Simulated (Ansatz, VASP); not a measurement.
ZnSbO2: VASP beside Ansatz

Contents of INCAR:

```
SYSTEM = ZnSbO2
  ALGO = Normal
  EDIFF = 1E-6
  ENCUT = 520
  GGA = PE
  ISIF = 2
  ISMEAR = 0
  LASPH = .True.
  LCHARG = .False.
  LREAL = .False.
  LWAVE = .False.
  NBANDS = 22
  NELM = 100
  PREC = Accurate
  SIGMA = 0.1
```

The input KPOINTS:

```
k-points
0
Gamma
  6 6 4
  0 0 0
```

File POSCAR:

```
ZnSbO2
1.0
    3.3872886300      0.0000000000      0.0000000000
    0.0000000000      3.3872886300      0.0000000000
    0.0000000000      0.0000000000      4.7364057000
Zn Sb O
1 1 2
Direct
    0.0000000000      0.0000000000      0.5000000000
    0.5000000000      0.5000000000      0.0000000000
    0.0000000000      0.0000000000      0.0000000000
    0.5000000000      0.5000000000      0.5000000000
```

Input for Ansatz:

```yaml
crystal:
  lattice:
    - [3.38728863, 0.0, 0.0]
    - [0.0, 3.38728863, 0.0]
    - [0.0, 0.0, 4.7364057]
  atoms:
    - { symbol: Zn, position: [0.0, 0.0, 0.5] }
    - { symbol: Sb, position: [0.5, 0.5, 0.0] }
    - { symbol: O, position: [0.0, 0.0, 0.0] }
    - { symbol: O, position: [0.5, 0.5, 0.5] }
basis:
  ecutwfc: 420
kpoints:
  mp_grid: { grid: [6, 6, 4] }
hamiltonian:
  xc: pbe
scf:
  occupations: { method: gaussian, width: 0.1 }
  lower_state_search: "off"
output:
  forces: true
  stress: true
  eigenvalues: true
```

Change from the starting cell: species swapped into the CaAgO2 type (P4/mmm, No. 123).

Alike in both runs: task single point; functional PBE; k mesh 6 × 6 × 4; occupations gaussian, width 0.1 eV; no spin polarisation.

```csv
,VASP,Ansatz
version,VASP 6.6.1,Ansatz 0.2.0
potentials or method,"VASP PAW PBE potentials, release 64 (Zn, Sb, O)","scalar-relativistic, plane waves, PAW"
plane-wave cutoff (eV),520,420
valence electrons in the cell,29,39
```

```csv
,VASP,Ansatz,Ansatz less VASP
gap on the k mesh at the Fermi level (eV),none,none,-
pressure (GPa),3.3,3.9,+0.65
largest component of the traceless stress (GPa),0.60,0.57,-0.036
```

A gap of «none» marks a metal or a gap that the smearing closes. The two sets of potentials don't hold the same shells in valence.

Caveats: an odd number of electrons without spin polarisation forces a metal; a magnetic or distorted state may lie lower. Spin-orbit coupling is left out, which matters for the levels of Sb.
